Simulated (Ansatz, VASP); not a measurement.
# Ti16H3C: VASP beside Ansatz

Wanted: the spread between two codes on one cell, functional and k mesh. Of the first pair: The structure shown is the start of the Ansatz relaxation below; VASP solves that cell, so the two are compared at the walk's first step.

Method: plane waves, with VASP 6.6.1 beside it; PBE, in Ansatz 0.2.0.

## 1. The structure

The cell holds 20 atoms: 3 H, 1 C and 16 Ti. Its edges and angles: a = 5.880 Å, b = 5.880 Å, c = 23.585 Å, α = 90.0°, β = 90.0°, γ = 60.0°. It derives from Ti. As first built, before any earlier steps moved the atoms or strained the cell (in the runner's words): kind adsorbate; added CH3; site fcc; coverage_ml 0.25; cell 2x2; faces one. Vacuum lies along c.

## 2. Ansatz: relaxation, PBE

Ansatz runs on its default PAW (the set named soft_2) files.

The two programs are compared at the cell with which this relaxation starts, whose forces are those of its first step.

input.yaml

```yaml
crystal:
  lattice:
    - [5.88, 0.0, 0.0]
    - [2.94, 5.0922293743, 0.0]
    - [0.0, 0.0, 23.585]
  atoms:
    - { symbol: H, position: [0.341963011, 0.166666667, 0.682001272] }
    - { symbol: H, position: [0.994276965, 0.341442769, 0.682001272] }
    - { symbol: H, position: [0.170324224, 0.991890565, 0.682001272] }
    - { symbol: C, position: [0.16769604, 0.166666667, 0.666737333] }
    - { symbol: Ti, position: [0.0, 0.0, 0.613737545] }
    - { symbol: Ti, position: [0.5, 0.0, 0.613737545] }
    - { symbol: Ti, position: [0.0, 0.5, 0.613737545] }
    - { symbol: Ti, position: [0.5, 0.5, 0.613737545] }
    - { symbol: Ti, position: [0.833333333, 0.333333333, 0.515157939] }
    - { symbol: Ti, position: [0.333333333, 0.333333333, 0.515157939] }
    - { symbol: Ti, position: [0.833333333, 0.833333333, 0.515157939] }
    - { symbol: Ti, position: [0.333333333, 0.833333333, 0.515157939] }
    - { symbol: Ti, position: [0.0, 0.0, 0.416578334] }
    - { symbol: Ti, position: [0.5, 0.0, 0.416578334] }
    - { symbol: Ti, position: [0.0, 0.5, 0.416578334] }
    - { symbol: Ti, position: [0.5, 0.5, 0.416578334] }
    - { symbol: Ti, position: [0.833333333, 0.333333333, 0.317998728] }
    - { symbol: Ti, position: [0.333333333, 0.333333333, 0.317998728] }
    - { symbol: Ti, position: [0.833333333, 0.833333333, 0.317998728] }
    - { symbol: Ti, position: [0.333333333, 0.833333333, 0.317998728] }
kpoints:
  mp_grid: { grid: [6, 6, 1] }
scf:
  occupations: { method: fermi_dirac, width: 0.05 }
  n_extra_bands: 16
hamiltonian:
  xc: pbe
  pseudopotentials: { kind: paw }
output:
  forces: true
  write_potential: true
  volumetric_format: []
efield:
  axis: 3
  dipole_correction: true
relax:
  f_tol: 0.03
  max_steps: 45
  constraints: [{ sites: [12, 13, 14, 15, 16, 17, 18, 19] }]
```

Launch:

```sh
> ansatz run input.yaml --threads 8 --pin off --max-ram 20480MiB --backend cpu --events-out ev --progress --plain --runs-dir out
```

Numbers of over 12 decimals in the logs are rounded to 6 here.

What it wrote:

```text
scf.n_extra_bands = 16 over 100 filled bands (N_el = 199.0): the run solves 116 bands
Engine: ansatz 0.2.0, aarch64-unknown-linux-gnu
Pseudopotentials: kind: paw
Pseudopotential: H, paw, valence charge 1, recommended cutoff 420 eV (normal), H.paw.azcp
Pseudopotential: C, paw, valence charge 4, recommended cutoff 420 eV (normal), C.paw.azcp
Pseudopotential: Ti, paw, valence charge 12, recommended cutoff 420 eV (normal), Ti.paw.azcp
Functional definition: PBE
  parameter kappa = 0.804
  parameter beta = 0.066725
  exchange = pbe_x(kappa = kappa, mu = beta*pi^2/3)
  correlation = pbe_c(beta = beta)
Crystal: 20 atoms, lattice volume = 706.189 Å³
Basis set: ecut = 420 eV, 13699 PW (Γ), exchange–correlation on 80×80×320 points (8 copies of the dense FFT grid, shifted against one another)
Bands: 116, of which v1, the nominal top of the filled ones, is band 100 counted from 1 (99 counted from 0)
Symmetry: 1 space group operations
Space group: P1 (ITA 1), of the structure as read, at distance tolerance 8.9e-5 Å
k-points: 20 of 36 (time reversal used)
Non-local potential: H, projectors of the file, l = 0: 2, l = 1: 1
Non-local potential: C, projectors of the file, l = 0: 2, l = 1: 2, l = 2: 1
Non-local potential: Ti, projectors of the file, l = 0: 3, l = 1: 2, l = 2: 3, l = 3: 1
PAW form: soft (Blöchl's): semilocal exchange-correlation on the pseudo side does not see the compensation charge
PAW one-centre angular grid: H, 110 points (default); XC on 64 Gauss nodes
PAW one-centre angular grid: C, 110 points (default); XC on 64 Gauss nodes
PAW one-centre angular grid: Ti, 590 points (default); XC on 64 Gauss nodes
Initial density: superposition of atomic densities (neutral atoms: chi_scale 0, normalization atom), corrected by the library's trained network
Initial wavefunctions: pseudopotential atomic-orbital guess
Functional: x = pbe(κ = 0.804, μ = 0.219515), c = pbe(β = 0.066725)
SCF iter   1: F=—  HF=-40286.328887 eV  |F-HF|=—  |Δ(HF+E_count)|=         —  Δρ=1.32e-2  dr2=1.90e1  ethr=1.77e-3  p=0.126 e·Å  D=3.22e-2 V/Å  ΔV_dip=-0.76 eV  dr2_dipole=9.00e0  V_vac-E_F(+/−)=3.46/4.22 eV  ⟨swp⟩=9.5  Hψ=11109  notcnv=0
efield: sawtooth ramp at fractional position 0.9500 (placed from the atoms, in the widest stretch of the axis that holds none; the zero of the levels goes with the place), width 0.1000; the density the first Hamiltonian is built on has a dipole p = 0.126 e·Å; the dipole correction subtracts the counter field D = 3.22e-2 V/Å, which shifts the + side's vacuum level by -0.76 eV against the − side's; the planar-averaged density in the ramp window peaks in size at 1.7e-4 e/Å³
preconditioner: auto → LDOS  [metal: Δε(μ)=0.036 eV  Ē_g=2.860 eV  σ=0.050 eV  W_gap=0.18  n_scr=124 (ndim 8)  ℏωp=11.8 eV  f_vac=0.515  D(μ)=28.38/eV (n_scr^D=266)  β→1.0]
SCF iter   2: F=—  HF=-40286.142184 eV  |F-HF|=—  |Δ(HF+E_count)|=   1.87e-1  Δρ=3.81e-3  dr2=5.93e-1  ethr=1.77e-3  p=0.112 e·Å  D=2.86e-2 V/Å  ΔV_dip=-0.67 eV  dr2_dipole=2.60e-1  V_vac-E_F(+/−)=3.72/4.39 eV  ⟨swp⟩=2.0  Hψ=2873  notcnv=0
SCF iter   3: F=—  HF=-40286.145537 eV  |F-HF|=—  |Δ(HF+E_count)|=   3.35e-3  Δρ=1.67e-3  dr2=7.53e-2  ethr=2.98e-4  p=0.118 e·Å  D=3.03e-2 V/Å  ΔV_dip=-0.71 eV  dr2_dipole=1.49e-2  V_vac-E_F(+/−)=3.71/4.42 eV  ⟨swp⟩=2.8  Hψ=2702  notcnv=0
SCF iter   4: F=—  HF=-40286.144245 eV  |F-HF|=—  |Δ(HF+E_count)|=   1.29e-3  Δρ=3.86e-4  dr2=2.55e-3  ethr=3.79e-5  p=0.121 e·Å  D=3.10e-2 V/Å  ΔV_dip=-0.73 eV  dr2_dipole=3.53e-4  V_vac-E_F(+/−)=3.71/4.45 eV  ⟨swp⟩=2.0  Hψ=3085  notcnv=0
SCF iter   5: F=—  HF=-40286.144764 eV  |F-HF|=—  |Δ(HF+E_count)|=   5.19e-4  Δρ=2.68e-4  dr2=1.18e-3  ethr=1.28e-6  p=0.123 e·Å  D=3.15e-2 V/Å  ΔV_dip=-0.74 eV  dr2_dipole=3.83e-6  V_vac-E_F(+/−)=3.72/4.46 eV  ⟨swp⟩=2.4  Hψ=3158  notcnv=0
SCF iter   6: F=—  HF=-40286.144765 eV  |F-HF|=—  |Δ(HF+E_count)|=   1.47e-6  Δρ=5.05e-5  dr2=3.08e-5  ethr=5.91e-7  p=0.124 e·Å  D=3.17e-2 V/Å  ΔV_dip=-0.75 eV  dr2_dipole=2.12e-6  V_vac-E_F(+/−)=3.72/4.46 eV  ⟨swp⟩=2.0  Hψ=2702  notcnv=0
SCF iter   7: F=-40286.144772 eV  HF=-40286.144776 eV  |F-HF|=4.19e-6  |Δ(HF+E_count)|=   1.12e-5  Δρ=2.05e-5  dr2=6.24e-6  ethr=1.13e-8  p=0.124 e·Å  D=3.18e-2 V/Å  ΔV_dip=-0.75 eV  dr2_dipole=8.20e-7  V_vac-E_F(+/−)=3.72/4.47 eV  ⟨swp⟩=15.4  Hψ=23441  notcnv=0
SCF 1 converged in 7 iterations: F = -40286.144772 eV  dr2 = 6.24e-6
  greatest PAW one-centre occupation: 0.999 electrons in one spin orbital (limit 2), on the Ti atom at site 8 (counted from 0), in its partial waves of l = 0
relax step   1: F+E_penalty+E_count = -40286.14477206 eV  Δ(F+E_penalty+E_count) = +0.000e0 eV  max|allowed force component| = 1.519e0 eV/Å  Δτ_max = 0.0000 Å  (7 SCF iters, dr2 threshold 2.25e-5 eV, accepted)
Initial density: handed on by an earlier stage of this run
Initial wavefunctions: those handed on with the density
[...]
SCF converged after 8 iterations
Free energy (F): -40287.318308 eV
Harris-Foulkes:  -40287.318308 eV  (|F-HF|=1.59e-8)
Internal energy: -40287.038051 eV  (E = F + TS)
E sigma→0 (E₀):  -40287.178180 eV
Entropy (-TS):   -0.280257 eV (-14.013 meV/atom)
Fermi energy:    3.150594 eV
Dipole field:    D = 0.035015 V/Å  (p = 0.136653 e·Å, saw-weighted, corrected)
Work function:   Φ+ = 3.6457 eV   Φ− = 4.4715 eV
Levels:          The Fermi level and band energies are counted from a zero that moves with the ramp; work functions are not
--- Per-component energies (eV) ---
  E_band       = -4513.316687
  E_kinetic    = 4477.422447
  E_local      = -180356.086397  (includes V_loc(G=0)·N_el)
  E_nonlocal   = 166.528422
  E_hartree    = 87986.120654
  E_xc         = -1625.503099
  E_vxc        = -2033.067446  (∫ρ·V_xc dr)
  E_paw        = -16863.292465  (= ΣΔE_a)
  E_vpaw       = -2744.559770  (= ΣTr[D̂ρ^β])
  E_aug_tail   = -0.001962  (compensation charges beyond the density's cutoff)
  E_efield     = 0.002392  (sawtooth field / dipole correction)
  E_vefield    = 4.236753  (∫n·V_field dr)
  E_ewald      = 65927.771956
  E_smearing   = -0.280257  (= −TS)
  E_closure    = -0.000000  (closes the sum)
  Σ components = -40287.318308   (vs F -40287.318308, Δ=0.00e0)
--- Forces (eV/Å), atoms counted from 1 ---
  atom   1  H     -0.01337510    -0.00080114     0.00276237
  atom   2  H      0.00678914    -0.01114960     0.00187944
  atom   3  H      0.00430389     0.01149896     0.00282445
  atom   4  C      0.00024079     0.00014518     0.00078295
  atom   5  Ti     0.00340708     0.00072947    -0.00489243
  atom   6  Ti    -0.00316074     0.00364443    -0.00509397
  atom   7  Ti     0.00076121    -0.00402841    -0.00425928
  atom   8  Ti    -0.00025515     0.00126791     0.00286765
  atom   9  Ti     0.00159420    -0.00331785     0.00029306
  atom  10  Ti    -0.00428485     0.00009555    -0.00008834
  atom  11  Ti     0.00048640     0.00074259    -0.00057009
  atom  12  Ti     0.00237074     0.00383225     0.00000970
  atom  13  Ti     0.02962257     0.01747573    -0.56458460
  atom  14  Ti    -0.03077721     0.01596734    -0.56369946
  atom  15  Ti     0.00187050    -0.03483348    -0.56477384
  atom  16  Ti     0.00011346    -0.00030005    -0.63259251
  atom  17  Ti    -0.01333848     0.00723078     0.58801861
  atom  18  Ti     0.01322708     0.00758271     0.58847067
  atom  19  Ti     0.00004283    -0.00025831     0.56423696
  atom  20  Ti     0.00036332    -0.01550181     0.58843796
  max |Σ_I F_I| component: 2.93e-5 eV/Å
--- Band table (eV; the first three rows and the last of 20) ---
  k-point 0: bands = [... 96 lower, 3.1728, 3.3920, 3.5446, 3.5450, 3.6033, 3.6365, 3.8491, 3.8495, ... 12 higher]
  k-point 1: bands = [... 96 lower, 3.1819, 3.3304, 3.4205, 3.4268, 3.4385, 3.5177, 3.6981, 3.7247, ... 12 higher]
  k-point 2: bands = [... 96 lower, 3.0578, 3.0965, 3.1483, 3.1804, 3.1973, 3.3197, 3.3991, 3.4271, ... 12 higher]
  k-point 19: bands = [... 96 lower, 2.8437, 2.8543, 2.8909, 2.9401, 3.0484, 3.1182, 3.2066, 3.3113, ... 12 higher]
--- Relaxed structure (8 steps of the walk, 7 accepted, 0 SCFs on fresh bases) ---
  F+E_penalty+E_count = -40287.31830805 eV   max|allowed force component| = 1.338e-2 eV/Å
  atoms:
    - { symbol: H, position: [0.365761, 0.071410, 0.703288] }
    - { symbol: H, position: [1.063789, 0.364830, 0.703360] }
    - { symbol: H, position: [0.072355, 1.062827, 0.703379] }
    - { symbol: C, position: [0.167147, 0.166397, 0.683066] }
    - { symbol: Ti, position: [-0.00197782, -0.00248528, 0.613112] }
    - { symbol: Ti, position: [0.504771, -0.00250103, 0.613106] }
    - { symbol: Ti, position: [-0.00217671, 0.504191, 0.613102] }
    - { symbol: Ti, position: [0.500412, 0.499625, 0.608410] }
    - { symbol: Ti, position: [0.838763, 0.330538, 0.518823] }
    - { symbol: Ti, position: [0.331066, 0.330403, 0.518851] }
    - { symbol: Ti, position: [0.833590, 0.833035, 0.518545] }
    - { symbol: Ti, position: [0.330854, 0.838183, 0.518849] }
    - { symbol: Ti, position: [0.0, 0.0, 0.416578] }
    - { symbol: Ti, position: [0.5, 0.0, 0.416578] }
    - { symbol: Ti, position: [0.0, 0.5, 0.416578] }
    - { symbol: Ti, position: [0.5, 0.5, 0.416578] }
    - { symbol: Ti, position: [0.833333, 0.333333333, 0.317999] }
    - { symbol: Ti, position: [0.333333333, 0.333333333, 0.317999] }
    - { symbol: Ti, position: [0.833333, 0.833333, 0.317999] }
    - { symbol: Ti, position: [0.333333, 0.833333, 0.317999] }
```

(Continued in part 2 of 2.)

[Lines on the potential files, build, host, timing and source positions are cut from VASP's logs without a mark.]

[Logs are printed without paths, hosts, clocks, repeated set-up lines and the standing remarks that a program may print on its own settings, such as how far it seeks lower states.]

[Hosts, paths, dates, database ids (printed as entryN), source tags and the programs' standing remarks are cut or masked in the printed files.]
